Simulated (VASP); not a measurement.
**CuSb: structure and properties in VASP**

What structure does CuSb take at this level, and what are its properties? The steps: full relaxation (PBEsol), density, ELF and potential (PBEsol), band structure (PBEsol), total and projected DOS (PBEsol), core levels (PBEsol), bands along the symmetry lines (HSE06) and vibrations at Γ (PBEsol). The cell is invented: it takes the structure of a Materials Project entry for TlAs (space group 216 there), with all of its atoms replaced by other elements, volume scaled by an estimate. It may not be a known or stable phase.

Calculated with VASP 6.6.1; PBEsol; plane waves and PAW (Sb, Cu), in the first sound run; inputs show where later runs differ.

Most raw output is cut from this account.

### 1. Starting point

Before any relaxation, the start is as follows. It takes space group F-43m (No. 216, cubic). The conventional cell has a = 5.766 Å, b = 5.766 Å, c = 5.766 Å, α = 90.00°, β = 90.00°, γ = 90.00°. Nearest to Sb lie 4 Cu at 2.50 Å. Nearest to Cu lie 4 Sb at 2.50 Å. It derives from TlAs. it takes the structure of a Materials Project entry for TlAs (space group 216 there), with all of its atoms replaced by other elements, volume scaled by an estimate. Farther neighbours are not listed.

### 2. Full relaxation (PBEsol)

The start need not lie at this functional's minimum. ISIF = 3 frees volume, shape and positions, and EDIFFG sets the threshold on forces and stress at which the search stops. PBEsol restores the gradient expansion of exchange and is tuned for the cells of solids.

Contents of INCAR:

```
SYSTEM = CuSb
PREC = Accurate
ENCUT = 400
EDIFF = 1E-06
NELM = 100
ISMEAR = 0
SIGMA = 0.05
LREAL = .FALSE.
ALGO = Normal
GGA = PS
LORBIT = 11
LWAVE = .FALSE.
LCHARG = .FALSE.
IBRION = 2
NSW = 60
ISIF = 3
EDIFFG = -0.01
```

Contents of POSCAR:

```
CuSb
1.0
    0.0000000000      2.8831010000      2.8831010000
    2.8831010000      0.0000000000      2.8831010000
    2.8831010000      2.8831010000      0.0000000000
Sb Cu
1 1
Direct
    0.7500000000      0.7500000000      0.7500000000
    0.0000000000      0.0000000000      0.0000000000
```

Contents of KPOINTS:

```
Automatic mesh
0
Gamma
8 8 8
0 0 0
```

PAW data sets: Sb and Cu (PBE family, release 64).

Started as:

```
mpirun -np 1 vasp_std
```

It took 31 s on 1 MPI rank of AMD EPYC 7R43, shared host; peak memory 0.12 GiB.

The k-mesh is coarse for a metal. The PAW data sets were made with PBE, which is usual practice but a small mismatch for other functionals. The run keeps the 24 symmetry operations of its start, so it cannot find a distortion of lower symmetry.

The steps of the relaxation:

```csv
step,energy less that of the first step (eV),largest force (eV/Å),pressure (GPa),volume (Å³)
1,0.0000,0.0000,-0.24,47.93
2,-0.0001,0.0000,0.08,47.68
3,-0.0002,0.0000,0.03,47.73
```

```csv
"conventional cell, symmetrised",before,after,change
a (Å),5.766,5.758,-0.1 %
b (Å),5.766,5.758,-0.1 %
c (Å),5.766,5.758,-0.1 %
volume (Å³/atom),23.97,23.87,-0.4 %
```

The relaxed structure:

```xyz
2
Lattice="0.0000 2.8791 2.8791 2.8791 0.0000 2.8791 2.8791 2.8791 0.0000" Properties=species:S:1:pos:R:3 pbc="T T T"
Sb    4.3187    4.3187    4.3187
Cu    0.0000    0.0000    0.0000
```

This step gave:

- electrons: 16
- bands: 12
- irreducible k-points: 29
- symmetry operations: 24
- free energy (TOTEN): -8.107 eV
- energy at zero smearing: -8.105 eV
- Fermi energy: 5.212 eV
- pressure: 0.03090 GPa
- metallic: yes
- SCF cycles over all ionic steps: 27

It ends with forces that vanish by symmetry and a pressure of 0.03 GPa.

### 3. Density, ELF and potential (PBEsol)

The relaxed cell gets a fresh self-consistent run, on a basis set for its own volume, to fix the density and to check the remaining stress.

Changes to INCAR since step 2:

```diff
@@ -12,6 +12,5 @@
 LWAVE = .FALSE.
-LCHARG = .FALSE.
-IBRION = 2
-NSW = 60
-ISIF = 3
-EDIFFG = -0.01
+LCHARG = .TRUE.
+ISIF = 2
+LELF = .TRUE.
+LVHAR = .TRUE.
```

Contents of POSCAR:

```
CuSb
1.0
    0.0000000000      2.8791256596      2.8791256596
    2.8791256596      0.0000000000      2.8791256596
    2.8791256596      2.8791256596      0.0000000000
Sb Cu
1 1
Direct
    0.7500000000      0.7500000000      0.7500000000
    0.0000000000      0.0000000000      0.0000000000
```

KPOINTS is that of step 2.

Started as:

```
mpirun -np 1 vasp_std
```

Run time: 22 s. Hardware: 1 MPI rank; peak memory 0.12 GiB.

Numbers from this step:

| Property | Result |
| --- | --- |
| SCF cycles | 15 |
| free energy (TOTEN) | -8.106 eV |
| pressure | 0.03938 GPa |

Valence electrons inside each PAW sphere by angular momentum. Sphere charges, by row:

```csv
atom,s (e),p (e),d (e),tot (e)
Sb1,1.164,1.232,0.045,2.441
Cu2,0.507,0.38,9.157,10.04
```

ELF in the ac plane of a cell with a along [110], b along [-110] and c along [001] of the cube at fractional y = 0.000, with atoms of Sb and Cu within 0.2 Å of it. It is the smooth field of the valence electrons, not physical close to the nuclei.

Ten even steps from '_' (0.01) to '@' (0.79), each cell a mean:
```
____::::--------::::______..::----==----::..__
....::::::....::::::......::::::......::::::..
::::::::..____..::::::::::::::..______..::::::
--::::..________..::::--::::..__________..::--
::::..____________..::::::....__________....::
....________________......__________________..
______....::::....____________..::::::..______
____..::==++++==::..________..--++++++--..____
__..--**%%%%%%%%**--..____..==##%%%%%%##==..__
__::++%%@@@@@@@@%%++::__..==##@@@@@@@@@@##--..
::==##@@@@%%@@@@@@##==::::**@@@@@@%%@@@@@@++::
--++%%@@@@####@@@@%%++----##@@@@%%##%%@@@@**--
::==%%@@@@%%%%@@@@##==::--**@@@@%%##%%@@@@**--
::--++@@@@@@@@@@@@++--::::==##@@@@@@@@@@##==::
__..--**@@@@@@@@**--..____::==%%@@@@@@%%==::__
____::==**####**==::______..--++######++--..__
```
Columns run along a (8.1 Å), rows up along c (5.8 Å), edges of the conventional cell, whose origin can differ from the input's. Atoms in or near the plane, at fractional coordinates: Sb at (0.75, 0.25), Sb at (0.25, 0.25), Cu at (0.50, 0.00), Cu at (0.00, 0.00).

Valence density in the ac plane of a cell with a along [110], b along [-110] and c along [001] of the cube at fractional y = 0.000, with atoms of Sb and Cu within 0.2 Å of it. It is the smooth field of the valence electrons, not physical close to the nuclei.

Ten steps, logarithmic in the rise over the least value, from '_' (0 e/Å³) to '@' (15 e/Å³), each cell a mean:
```
@@##==--::::::::--==##@@%%**--::::::::::--**%%
**++--::::::::::::--++****==::::::::::::--==**
----::::::::::::::::--------::::::::::::::----
::::::::::::::::::::::::::::::::::::::::::::::
::::::::::::::::::::::::::::::::::::::::::::::
::::::::::::::::::::::::::::::::::::::::::::::
::::::::::::::::::::::::::::::::::::::::::::::
::::::::::::::::::::::::::::::::::::::::::::::
::::::::--------::::::::::::::::------::::::::
::::::------------::::::::::::----------::::::
::::::----::::----::::::::::------::------::::
::::----::____::----::::::------::__::------::
----------....------------------::..::--------
==--------------------====------------------==
%%**==------------==**%%##++--------------++##
@@%%==------------==%%@@@@**--------------**@@
```
Columns run along a (8.1 Å), rows up along c (5.8 Å), edges of the conventional cell, whose origin can differ from the input's. Atoms in or near the plane, at fractional coordinates: Sb at (0.75, 0.25), Sb at (0.25, 0.25), Cu at (0.50, 0.00), Cu at (0.00, 0.00).

Electrostatic potential energy in the ac plane of a cell with a along [110], b along [-110] and c along [001] of the cube at fractional y = 0.000, with atoms of Sb and Cu within 0.2 Å of it. With pseudopotentials it is smooth inside the atoms' cores, unlike the true potential.

Ten even steps from '0' (-85 eV) to '9' (5 eV), each cell a mean:
```
45799999975446899999864
67899999987668999999986
89999999999889999999998
99999999999999999999999
99999999999999999999999
99999999999999999999999
99999999999999999999999
99999999999999999999999
99999889999999999899999
99987557899999985468999
99973003799999851015899
99961001699999830003899
99961001699999830004899
78884225898778863236887
46898778986457887778875
34799999974346899999864
```
Columns run along a (8.1 Å; values clipped at the 3rd and 97th percentile), rows up along c (5.8 Å), edges of the conventional cell, whose origin can differ from the input's. Atoms in or near the plane, at fractional coordinates: Sb at (0.75, 0.25), Sb at (0.25, 0.25), Cu at (0.50, 0.00), Cu at (0.00, 0.00).

In this run the pressure is 0.04 GPa, small enough to go on.

### 4. Band structure (PBEsol)

Levels along the symmetry lines show where the bands peak and cross; KPOINTS_OPT computes them in the converged potential.

Changes to INCAR since step 3:

```diff
@@ -12,5 +12,2 @@
 LWAVE = .FALSE.
-LCHARG = .TRUE.
-ISIF = 2
-LELF = .TRUE.
-LVHAR = .TRUE.
+LCHARG = .FALSE.
```

POSCAR is that of step 3.

KPOINTS is that of step 3.

Contents of KPOINTS_OPT:

```
Line mode
16
Line-mode
Reciprocal
  0.00000000   0.00000000   0.00000000 GAMMA
  0.50000000   0.00000000   0.50000000 X

  0.50000000   0.00000000   0.50000000 X
  0.50000000   0.25000000   0.75000000 W

  0.50000000   0.25000000   0.75000000 W
  0.37500000   0.37500000   0.75000000 K

  0.37500000   0.37500000   0.75000000 K
  0.00000000   0.00000000   0.00000000 GAMMA

  0.00000000   0.00000000   0.00000000 GAMMA
  0.50000000   0.50000000   0.50000000 L

  0.50000000   0.50000000   0.50000000 L
  0.62500000   0.25000000   0.62500000 U

  0.62500000   0.25000000   0.62500000 U
  0.50000000   0.25000000   0.75000000 W

  0.50000000   0.25000000   0.75000000 W
  0.50000000   0.50000000   0.50000000 L

  0.50000000   0.50000000   0.50000000 L
  0.37500000   0.37500000   0.75000000 K

  0.62500000   0.25000000   0.62500000 U
  0.50000000   0.00000000   0.50000000 X
```

Started as:

```
mpirun -np 1 vasp_std
```

The job ended after 80 s (1 MPI rank; peak memory 0.13 GiB).

Spin-orbit coupling is off here; with elements this heavy it splits and shifts levels by tenths of an eV or more.

The electronic bands at the labelled points (eV, zero at the Fermi level; # counts the bands kept):

```csv
point,#6,#7,#8,#9,#10
Γ,-3.08,2.68,2.68,2.68,4.78
0.47 of the way,-3.06,-0.19,0.62,0.62,4.07
X,-2.99,-2.72,-0.94,-0.94,3.40
0.47 of the way,-2.87,-2.84,-1.35,-1.20,4.36
W,-2.92,-2.64,-1.88,-1.41,6.43
0.53 of the way,-3.01,-2.70,-1.94,-0.83,4.83
K,-3.08,-2.72,-1.98,-0.33,3.94
0.53 of the way,-3.07,-0.95,-0.11,1.90,5.71
Γ,-3.08,2.68,2.68,2.68,4.78
0.47 of the way,-3.09,-0.80,1.84,1.84,4.63
L,-3.06,-2.94,1.15,1.15,4.21
0.47 of the way,-3.08,-2.87,-0.53,0.58,4.77
U,-3.08,-2.72,-1.98,-0.33,3.94
0.47 of the way,-3.01,-2.70,-1.94,-0.83,4.83
W,-2.92,-2.64,-1.88,-1.41,6.43
0.47 of the way,-3.05,-2.82,-1.07,0.01,5.67
L,-3.06,-2.94,1.15,1.15,4.21
0.47 of the way,-3.08,-2.87,-0.53,0.58,4.77
K,-3.08,-2.72,-1.98,-0.33,3.94
jump to U,-3.08,-2.72,-1.98,-0.33,3.94
0.47 of the way,-2.94,-2.82,-1.50,-0.75,3.63
X,-2.99,-2.72,-0.94,-0.94,3.40
```

Of the projections kept (Sb, Cu), the largest for each band there; the rest of the weight can lie on other orbitals:

```csv
point,#6,#7,#8,#9,#10
Γ,Cu 1.00,Sb 0.65,Sb 0.65,Sb 0.65,Sb 0.66
X,Cu 0.97,Cu 0.95,Sb 0.57,Sb 0.57,Cu 0.58
W,Cu 0.97,Cu 0.97,Sb 0.62,Cu 0.74,Sb 0.73
K,Cu 1.00,Cu 0.96,Cu 0.77,Sb 0.55,Cu 0.62
Γ,Cu 1.00,Sb 0.65,Sb 0.65,Sb 0.65,Sb 0.66
L,Cu 1.00,Cu 0.99,Sb 0.59,Sb 0.59,Cu 0.54
```

There is no gap at this level.

### 5. Total and projected DOS (PBEsol)

Here the states are counted by energy and projected on the atoms. The mesh is finer than in the run before.

Changes to INCAR since step 4:

```diff
@@ -5,3 +5,3 @@
 NELM = 100
-ISMEAR = 0
+ISMEAR = -5
 SIGMA = 0.05
@@ -13 +13,2 @@
 LCHARG = .FALSE.
+NEDOS = 2001
```

POSCAR is that of step 4.

Contents of KPOINTS:

```
Automatic mesh
0
Gamma
12 12 12
0 0 0
```

Started as:

```
mpirun -np 1 vasp_std
```

Run time: 57 s. Hardware: 1 MPI rank; peak memory 0.13 GiB.

With tetrahedra the forces and stress of a metal are not exact derivatives of the energy.

This step gave:

```
SCF cycles             : 14
irreducible k-points   : 72
free energy (TOTEN)    : -8.112 eV
Fermi energy           : 5.167 eV
pressure               : 0.03524 GPa
DOS at the Fermi level : 1.296 states/eV/cell
```

The density of states has structure finer than the step of the table below, so its rows give means over 0.5 eV, whole bins alone (the curve runs from -12.0 to 5.82 eV). Peaks (eV: height): total -3.63: 17.0, -3.30: 13.1, -3.07: 43.4; Cu d -3.63: 13.1, -3.30: 11.2, -3.07: 40.1.

States under -12.0 eV and over 5.8 eV are left out; flat bands give spikes narrower than the energy grid, so sums over such rows miss the true count of states. Density of states against energy, zero at the Fermi level; means over each step; values in states/eV/cell:

```csv
energy (eV),total,Cu d
-11.5,0,0
-11.0,0.00873,0
-10.5,0.272,0.00123
-10.0,0.540,0.00665
-9.5,1.06,0.0277
-9.0,1.82,0.0803
-8.5,0.295,0.0166
-8.0,0,0
-7.5,0,0
-7.0,0,0
-6.5,0,0
-6.0,0,0
-5.5,0,0
-5.0,0.0161,0.00329
-4.5,2.14,0.481
-4.0,2.21,1.01
-3.5,8.20,6.46
-3.0,9.61,8.85
-2.5,2.15,1.61
-2.0,0.871,0.410
-1.5,1.27,0.401
-1.0,1.37,0.332
-0.5,1.44,0.278
0.0,1.31,0.222
0.5,1.22,0.191
1.0,1.09,0.163
1.5,0.603,0.0931
2.0,0.339,0.0554
2.5,0.104,0.0181
3.0,0,0
3.5,0.0862,0.00852
4.0,0.489,0.0414
4.5,0.907,0.0629
5.0,1.75,0.0956
5.5,1.30,0.0751
```

The finer mesh and the other smearing move the Fermi level by -0.05 eV from the 8×8×8 run, a small shift, which tests the Fermi level alone.

### 6. Core levels (PBEsol)

ICORELEVEL = 1 prints the core eigenvalues in the potential of the ground state.

Changes to INCAR since step 5:

```diff
@@ -5,3 +5,3 @@
 NELM = 100
-ISMEAR = -5
+ISMEAR = 0
 SIGMA = 0.05
@@ -13,2 +13,2 @@
 LCHARG = .FALSE.
-NEDOS = 2001
+ICORELEVEL = 1
```

POSCAR is that of step 5.

Contents of KPOINTS:

```
Automatic mesh
0
Gamma
8 8 8
0 0 0
```

Started as:

```
mpirun -np 1 vasp_std
```

The job ended after 26 s (1 MPI rank; peak memory 0.11 GiB).

These are scalar-relativistic Kohn-Sham levels of the ground state, with no core hole, so they are not binding energies.

This step gave:

* SCF cycles: 15
* irreducible k-points: 29
* free energy (TOTEN): -8.106 eV
* Fermi energy: 5.212 eV
* pressure: 0.03938 GPa

Kohn-Sham core levels. Core levels, by row:

```csv
atom,shell,level below the Fermi level (eV)
Sb1,1s,30293
Sb1,2s,4605
Sb1,2p,4133
Sb1,3s,898.5
Sb1,3p,744.8
Sb1,3d,510.3
Sb1,4s,143.6
Sb1,4p,96.57
Sb1,4d,28.38
Cu2,1s,8849
Cu2,2s,1062
Cu2,2p,916.2
Cu2,3s,113.1
Cu2,3p,70.43
```

### 7. A semilocal run for the hybrid's start

This step: PBE; plane waves and PAW (Sb, Cu); invented cell (VASP 6.6.1).

A hybrid converges badly from random orbitals, so a cheap semilocal run writes a WAVECAR on the same mesh first.

Contents of INCAR:

```
SYSTEM = CuSb
PREC = Accurate
ENCUT = 400
EDIFF = 1E-05
NELM = 100
ISMEAR = 0
SIGMA = 0.05
LREAL = .FALSE.
ALGO = Normal
GGA = PE
LORBIT = 11
LWAVE = .TRUE.
LCHARG = .FALSE.
```

POSCAR is that of step 6.

Contents of KPOINTS:

```
Automatic mesh
0
Gamma
4 4 4
0 0 0
```

Started as:

```
mpirun -np 1 vasp_std
```

The job ended after 9.4 s (1 MPI rank; peak memory 0.11 GiB).

At this level the cell is under a pressure of 4.2 GPa, so at these settings it is away from equilibrium.

This step gave:

* SCF cycles: 13
* irreducible k-points: 8
* free energy (TOTEN): -7.260 eV
* energy at zero smearing: -7.255 eV
* Fermi energy: 5.360 eV
* pressure: 4.247 GPa

### 8. Bands along the symmetry lines (HSE06)

This step: HSE06; plane waves and PAW (Sb, Cu); invented cell (VASP 6.6.1).

HSE06 mixes in a quarter of exact exchange at short range, at far higher cost; in semiconductors this cures much of the gap error, while metals seldom gain.

Contents of INCAR:

```
SYSTEM = CuSb
PREC = Accurate
ENCUT = 400
EDIFF = 1E-06
NELM = 100
ISMEAR = 0
SIGMA = 0.05
LREAL = .FALSE.
ALGO = Normal
LHFCALC = .TRUE.
AEXX = 0.25
GGA = PE
HFSCREEN = 0.2
LASPH = .TRUE.
PRECFOCK = Fast
LORBIT = 11
LWAVE = .FALSE.
LCHARG = .FALSE.
```

POSCAR is that of step 7.

KPOINTS is that of step 7.

Changes to KPOINTS_OPT since step 4:

```diff
@@ -1,3 +1,3 @@
 Line mode
-16
+10
 Line-mode
```

The run starts from files that an earlier step left in the folder.

Started as:

```
mpirun -np 1 vasp_std
```

Elapsed: 21 min, on 1 MPI rank.

The run was cut off at its time limit.

The self-consistent loop had finished, and the limit fell in the path of KPOINTS_OPT; fewer path points or more time would be the way on.

### 9. Vibrations at Γ (PBEsol)

This step: PBEsol; plane waves and PAW (Sb, Cu); invented cell (VASP 6.6.1).

Zone-centre modes test whether the atoms sit at a minimum within this cell. IBRION = 8 takes the force constants from linear response, which needs tightly converged orbitals.

Contents of INCAR:

```
SYSTEM = CuSb
PREC = Accurate
ENCUT = 400
EDIFF = 1E-08
NELM = 100
ISMEAR = 0
SIGMA = 0.05
LREAL = .FALSE.
ALGO = Normal
GGA = PS
LORBIT = 11
LWAVE = .FALSE.
LCHARG = .FALSE.
IBRION = 8
ISIF = 2
```

POSCAR is that of step 8.

Contents of KPOINTS:

```
Automatic mesh
0
Gamma
8 8 8
0 0 0
```

Started as:

```
mpirun -np 1 vasp_std
```

The job ended after 3.6 min (1 MPI rank; peak memory 0.21 GiB).

Energies printed during the response cycles are not total energies of the cell.

This step gave:

```yaml
irreducible_k_points: 29
pressure_of_the_cell: 0.01162 GPa
largest_force_of_the_cell: 0 eV/Å
fermi_energy: 5.212 eV
```

Modes at Γ, with each element's share of the kinetic energy:

```csv
mode,frequency (cm⁻¹),symmetry,Sb %,Cu %
1,-0.2,acoustic,66,34
2,-0.2,acoustic,66,34
3,-0.2,acoustic,66,34
4,199.0,T2,34,66
5,199.0,T2,34,66
6,199.0,T2,34,66
```

Displacements in mode 5 (199.0 cm⁻¹), the largest set to 1:
```
Sb1  0.00  0.52  0.00
Cu2  0.00 -1.00  0.00
```

The three acoustic modes lie within 0.2 cm⁻¹ of zero, and all others are real. By the characters of their eigenvectors the optical modes sort into (cm⁻¹) Raman active: T2 199; infrared active: T2 199.

### 10. What came out

| Property | Result |
| --- | --- |
| relaxed volume | 23.87 Å³/atom |
| relaxed conventional cell a, b, c | 5.758, 5.758, 5.758 Å |
| space group after relaxing, within 0.02 Å | F-43m (No. 216) |
| band gap | none, a metal |
| DOS at the Fermi level | 1.30 states/eV/cell |
| shallowest level of the frozen cores | Sb1 4d, 28.4 eV deep |
| highest zone-centre mode | 199 cm⁻¹ |

What this shows: With PBEsol, CuSb relaxes to 23.87 Å³/atom in space group F-43m (held by the symmetry of the run) and comes out as a metal. Not obtained: bands along the symmetry lines (HSE06), because the run hit its time limit. Band structure (PBEsol): Of the bands kept, 3 cross the Fermi level on this path. Vibrations at Γ (PBEsol): The highest mode in this list at Γ, 199.0 cm⁻¹, has its largest share on Cu (66 % of the kinetic energy). Spin-orbit coupling is left out, and with elements this heavy it would split and shift bands near the Fermi level. The k-sampling is coarse for a metal, so the Fermi level, pressures and the shape of the cell carry errors. Modes at Γ alone can't show that the crystal is stable at other wave vectors. No search among competing phases was made. All values are for a static lattice at zero temperature.

[Lines on the potential files, build, host, timing and source positions are cut from VASP's logs without a mark.]

[Logs are printed without paths, hosts, clocks, repeated set-up lines and the standing remarks that a program may print on its own settings, such as how far it seeks lower states.]

[Hosts, paths, dates, database ids (printed as entryN), source tags and the programs' standing remarks are cut or masked in the printed files.]

[A measured line is paired with the nearest computed mode of its activity, which favours agreement.]
